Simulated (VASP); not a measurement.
Crystal: SiB2.

```xyz
15
Lattice="3.1969 1.8155 4.6654 -3.1379 1.9074 4.5866 0.1090 -3.5955 4.5743" Properties=species:S:1:pos:R:3 pbc="T T T"
Si    0.0890   -0.0056   10.2761
Si    0.1555   -0.1222    4.8501
Si    1.8168   -0.8978    7.6333
Si    0.0662    1.9676    7.5546
Si   -1.4978   -0.9293    7.4649
B     1.7639   -0.9266    9.3839
B    -1.6148   -0.8383    9.6150
B     0.1830    2.1130    9.5240
B    -1.6006    0.9626    4.2788
B     0.1308   -1.8518    4.3226
B     1.7827    0.9030    4.2642
B     0.1533    0.0803    6.8078
B    -0.0073   -2.7056    5.9372
B     2.2699    1.3419    6.0000
B    -2.2502    1.3621    6.0128
```

The cell was built by a generator and needn't be a form met in nature.

- Program: VASP 6.6.1
- Task: relaxation of cell and atoms
- Functional: PBE
- Potentials or basis: VASP PAW PBE potentials, release 64 (Si, B)
- Cutoff: 520 eV
- k mesh: 5 × 5 × 5
- Occupations: gaussian, width 0.15 eV
- Spin: no spin polarisation

At the start: pressure 1.8 GPa; volume 10.62 Å³/atom.

Problem. How do energy, volume and symmetry change on relaxing?

Solution. Over 63 steps the energy falls by 196.2 meV/atom and the volume is 11.10 Å³/atom (+4.6 %); space group Cm (No. 8, to 0.05 Å).

Step by step:
```csv
step,energy change (eV),largest force (eV/Å),pressure (GPa),volume (Å³)
1,0.0000,6.5272,1.81,159.25
3,-1.8083,1.3104,-2.09,160.89
5,-2.1906,0.9328,2.28,158.03
7,-2.2741,0.3905,-0.04,160.27
9,-2.2991,0.2763,-0.24,160.77
11,-2.3139,0.1806,-0.01,160.60
13,-2.3213,0.1410,-0.23,160.49
15,-2.3250,0.1524,0.28,159.89
17,-2.3301,0.1634,-0.03,159.88
19,-2.3362,0.1469,-0.19,159.80
21,-2.3373,0.1647,-0.28,159.76
23,-2.3456,0.1884,0.08,159.20
25,-2.3484,0.2324,0.42,158.70
27,-2.3646,0.3041,0.18,158.59
29,-2.3717,0.3553,0.08,158.48
31,-2.3994,0.3897,0.08,158.49
33,-2.4219,0.3859,0.35,158.64
35,-2.4655,0.3530,0.21,159.66
37,-2.5281,0.2621,-0.23,161.76
39,-2.5655,0.3068,-0.11,162.04
41,-2.6095,0.3779,0.04,162.16
43,-2.6911,0.3913,0.35,162.72
45,-2.7746,0.5304,-0.26,164.85
47,-2.8437,0.4145,0.16,165.44
49,-2.9095,0.2470,0.15,166.56
51,-2.9271,0.2060,-0.17,167.13
53,-2.9353,0.1211,-0.09,167.04
55,-2.9389,0.0999,-0.04,166.83
57,-2.9409,0.0602,0.04,166.61
59,-2.9421,0.0469,-0.02,166.59
61,-2.9425,0.0423,0.02,166.52
63,-2.9428,0.0284,-0.02,166.51
```

Final structure:
```
CELL_PARAMETERS angstrom
3.73463 1.80460 4.86935
-2.58018 1.49723 4.19327
0.30345 -4.12761 4.87205
ATOMIC_POSITIONS crystal
Si 0.68498 0.74759 0.69217
Si 0.36879 0.31049 0.37656
Si 0.74398 0.12061 0.75129
Si 0.75615 0.63746 0.25040
Si 0.24370 0.63708 0.76452
B 0.85172 0.33668 0.85904
B 0.31203 0.89214 0.89082
B 0.88361 0.89113 0.31900
B 0.17325 0.66019 0.17981
B 0.13030 0.10946 0.67875
B 0.67130 0.10957 0.13751
B 0.53313 0.45003 0.54052
B 0.12813 0.27014 0.88276
B 0.87481 0.26972 0.13592
B 0.14165 0.00164 0.14957
```
